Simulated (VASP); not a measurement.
Consider the following.

```
PbSe
1.0
    2.11529    -5.91350     0.00000
    2.11529     5.91350     0.00000
    0.00000     0.00000     4.42296
Pb Se
2 2
Direct
  0.62743   0.37257   0.75000
  0.37257   0.62743   0.25000
  0.86601   0.13399   0.75000
  0.13399   0.86601   0.25000
```

Method: PBEsol GGA, VASP's PBE PAW potentials (set 64) (plane waves; VASP 6.6.1). Run with 400 eV cut-off, Gaussian smearing of 0.050 eV, potentials Pb_d Se.

Unless said otherwise, spin-orbit coupling is left out, though it shifts the bands of the heavy elements here.

Give the energies of bands 14 to 23 at the high-symmetry points, in eV from the valence-band maximum.

```json
[
 {"band": "14", "Γ": "-6.36", "Y": "-6.28", "C0": "-7.51", "Z": "-8.02", "A0": "-7.58", "T": "-8.54", "S": "-7.72", "R": "-7.47"},
 {"band": "15", "Γ": "-4.62", "Y": "-2.83", "C0": "-2.70", "Z": "-3.06", "A0": "-4.56", "T": "-1.23", "S": "-2.34", "R": "-4.46"},
 {"band": "16", "Γ": "-3.25", "Y": "-2.68", "C0": "-1.39", "Z": "-3.06", "A0": "-4.56", "T": "-1.23", "S": "-2.11", "R": "-4.46"},
 {"band": "17", "Γ": "-2.28", "Y": "-2.27", "C0": "-1.30", "Z": "-1.04", "A0": "-3.02", "T": "-1.00", "S": "-1.50", "R": "-3.53"},
 {"band": "18", "Γ": "-1.88", "Y": "-1.62", "C0": "-1.22", "Z": "-1.04", "A0": "-3.02", "T": "-1.00", "S": "-1.09", "R": "-3.53"},
 {"band": "19", "Γ": "-1.52", "Y": "-1.24", "C0": "-0.64", "Z": "-0.07", "A0": "-1.48", "T": "-0.58", "S": "-0.72", "R": "-1.39"},
 {"band": "20", "Γ": "-0.65", "Y": "-0.86", "C0": "-0.57", "Z": "-0.07", "A0": "-1.48", "T": "-0.58", "S": "-0.36", "R": "-1.39"},
 {"band": "21", "Γ": "4.15", "Y": "1.01", "C0": "1.11", "Z": "1.31", "A0": "2.93", "T": "1.14", "S": "1.35", "R": "2.91"},
 {"band": "22", "Γ": "4.25", "Y": "4.05", "C0": "1.15", "Z": "1.31", "A0": "2.93", "T": "1.14", "S": "1.36", "R": "2.91"},
 {"band": "23", "Γ": "4.68", "Y": "4.14", "C0": "1.30", "Z": "2.16", "A0": "5.46", "T": "2.77", "S": "1.46", "R": "5.53"}
]
```

The gap is direct, 0.70 eV, from the valence maximum at Σ0-Γ at 0.29 to the conduction minimum at Σ0-Γ at 0.29.

The structure comes from a computed database's PbSe entry (Cmcm); how it stands against other phases isn't given here. It was relaxed first, which changed the volume by -6 %.
